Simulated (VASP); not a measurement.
Input of a VASP 6.6.1 run:

The input INCAR:

```
SYSTEM = Ag
PREC = Accurate
ENCUT = 520
EDIFF = 1E-6
ISMEAR = 1
SIGMA = 0.1
LREAL = .FALSE.
LASPH = .TRUE.
NELM = 80
ALGO = Normal
ISIF = 2
LWAVE = .FALSE.
LCHARG = .FALSE.
LDIPOL = .TRUE.
IDIPOL = 3
DIPOL = 0.5 0.5 0.500
GGA = CA
IBRION = 2
NSW = 80
EDIFFG = -0.02
KPAR = 4
```

KPOINTS

```
Automatic mesh
0
G
  14 14 1
  0 0 0
```

POSCAR

```
Ag
1.0
    2.8300959000      0.0000000000      0.0000000000
    0.0000000000      2.8300959000      0.0000000000
    0.0000000000      0.0000000000     27.0070800000
Ag
7
Direct
    0.5000000000      0.5000000000      0.2777049600
    0.0000000000      0.0000000000      0.3518033000
    0.5000000000      0.5000000000      0.4259016500
    0.0000000000      0.0000000000      0.5000000000
    0.5000000000      0.5000000000      0.5740983500
    0.0000000000      0.0000000000      0.6481967000
    0.5000000000      0.5000000000      0.7222950400
```

Potentials or basis: VASP PAW LDA potentials, release 64 (Ag).

Run with:

```bash
$ cat potpaw_LDA.64/Ag/POTCAR > POTCAR
$ mpirun -np 4 vasp_std > vasp.out
```

Question: Predict the band gap on the k mesh.

Answer: None (metal or under the smearing width).

Question: What does it give for the energy gained by relaxing?

Answer: 0.9 meV/atom.

Forces in eV/Å, atoms in the order of the input:
```
Ag   0.000  0.000  0.015
Ag   0.000  0.000  0.018
Ag   0.000  0.000  0.004
Ag   0.000  0.000  0.000
Ag   0.000  0.000 -0.004
Ag   0.000  0.000 -0.018
Ag   0.000  0.000 -0.015
```
